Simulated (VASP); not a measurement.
Wanted: the native input for a VASP 6.6.1 run.

```yaml
Task: single point
Functional: PBE
Potentials_or_basis: VASP PAW PBE potentials, release 64 (Sr_sv, Pd, Pt)
Cutoff: 520 eV
k_mesh: 3 × 3 × 3
Occupations: methfessel-paxton, width 0.15 eV
Spin: no spin polarisation
Dipole_correction: no
Further_INCAR_settings: ALGO = Fast; EDIFF = 1e-06; NBANDS = 61
```

The structure of SrPd3Pt lies in POSCAR:

```
SrPd3Pt
1.0
    6.1932460000     -0.1236250000     -0.4664710000
   -0.7712260000      6.3236450000     -0.4609740000
    0.7714810000     -0.1131830000      5.2250600000
Sr Pd Pt
2 6 2
Direct
    0.7762432353      0.2470953488      0.7803044347
    0.1894645154      0.5271095585      0.2314408837
    0.4143214176      0.5406838522      0.7133072394
    0.9819860650      0.0572003718      0.1864221475
    0.7047071932      0.7489456266      0.0256031376
    0.5211099025      0.9052747022      0.4746086663
    0.0595169495      0.7470699051      0.7188454742
    0.7006241198      0.4145199018      0.3108333169
    0.4004005536      0.1372543637      0.1254548158
    0.2383629497      0.1532708127      0.6945706390
```

The cell was built by a generator and needn't be a form met in nature.

One way to write it, as run:

INCAR

```
SYSTEM = SrPd3Pt
PREC     = Accurate       ! precision mode
ENCUT    = 520            ! plane-wave cutoff, eV
EDIFF    = 1E-6           ! SCF threshold, eV
ISMEAR   = 1              ! smearing method
SIGMA    = 0.15           ! smearing width, eV
LREAL    = .False.        ! projectors in reciprocal space
LASPH    = .True.         ! aspherical terms in the spheres
NELM     = 100            ! most SCF steps
ALGO     = Fast           ! electronic algorithm
ISIF     = 2              ! what is computed and relaxed
LWAVE    = .False.        ! write WAVECAR
LCHARG   = .False.        ! write CHGCAR
GGA      = PE             ! functional
NBANDS   = 61             ! bands
```

KPOINTS

```
regular mesh
0
Gamma
  3 3 3
  0 0 0
```

Potentials or basis: VASP PAW PBE potentials, release 64 (Sr_sv, Pd, Pt).

Run with:

```bash
$ cat potpaw_PBE.64/Sr_sv/POTCAR potpaw_PBE.64/Pd/POTCAR potpaw_PBE.64/Pt/POTCAR > POTCAR
$ mpirun -np 1 vasp_std > vasp.out
```

It gave:

```yaml
Pressure: 0.9 GPa
Largest_force: 1.419 eV/Å
Band_gap_on_the_k_mesh: none (metal or under the smearing width)
```

Caveat: the k mesh is coarse (spacing up to 0.40 Å⁻¹), so the values aren't converged.

It took 3.3 min on 1 thread of Intel(R) Xeon(R) 6975P-C (Granite Rapids), with other jobs on the host, peak memory 0.38 GiB.
